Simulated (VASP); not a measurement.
The input files of a VASP run:

KPOINTS:
```
Automatic mesh
0
G
 6 6 3
```

**INCAR**
```
SYSTEM = Cl
PREC = Accurate
ENCUT = 400
EDIFF = 1E-6
NELM = 100
ALGO = Normal
LREAL = .FALSE.
LASPH = .TRUE.
ISMEAR = 0
SIGMA = 0.05
GGA = PS
LWAVE = .FALSE.
LCHARG = .FALSE.
IBRION = 2
ISIF = 3
NSW = 60
EDIFFG = -0.02
```

### POSCAR
```
Cl
1
    3.3015328000    -1.9931273047     0.0000000000
    3.3015328000     1.9931273047    -0.0000000000
    0.0000000000    -0.0000000000     8.0084489197
Cl
4
Direct
  0.8807411188   0.1192588812   0.6110735378
  0.1192588812   0.8807411188   0.3889264622
  0.6192588812   0.3807411188   0.1110735378
  0.3807411188   0.6192588812   0.8889264622
```

POTCAR, in this order: Cl (PBE.64 set). Program: vasp_std.

Problem. Translate this PBEsol calculation to Quantum ESPRESSO's pw.x.

Solution. One equivalent input (not run):
```
&CONTROL
  calculation = 'vc-relax'
  pseudo_dir = './pseudo'
  outdir = './out'
  tprnfor = .true.
  tstress = .true.
  nstep = 60
  forc_conv_thr = 0.00078
/
&SYSTEM
  ibrav = 0
  nat = 4
  ntyp = 1
  ecutwfc = 58
  occupations = 'smearing'
  smearing = 'gaussian'
  degauss = 0.003675
  input_dft = 'pbesol'
/
&ELECTRONS
  conv_thr = 7.3e-08
  electron_maxstep = 100
/
&IONS
/
&CELL
/
ATOMIC_SPECIES
  Cl 35.450 Cl.upf
CELL_PARAMETERS angstrom
     3.3015328   -1.9931273    0.0000000
     3.3015328    1.9931273   -0.0000000
     0.0000000   -0.0000000    8.0084489
ATOMIC_POSITIONS crystal
  Cl   0.8807411  0.1192589  0.6110735
  Cl   0.1192589  0.8807411  0.3889265
  Cl   0.6192589  0.3807411  0.1110735
  Cl   0.3807411  0.6192589  0.8889265
K_POINTS automatic
  6 6 3 0 0 0
```
What does not carry over: the potentials are each code's own (VASP's PAW set, PseudoDojo norm-conserving files in pw.x), so ENCUT and ecutwfc are chosen apart and not converted; conv_thr bounds pw.x's estimated SCF error, while EDIFF bounds the energy change between steps; forc_conv_thr acts on force components and is met together with etot_conv_thr.

The structure comes from a computed database's Cl entry (Cmce); how it stands against other phases isn't given here. This run relaxes it. Symmetry was kept, so distortions that lower it aren't found. The start is the result of an earlier pass.
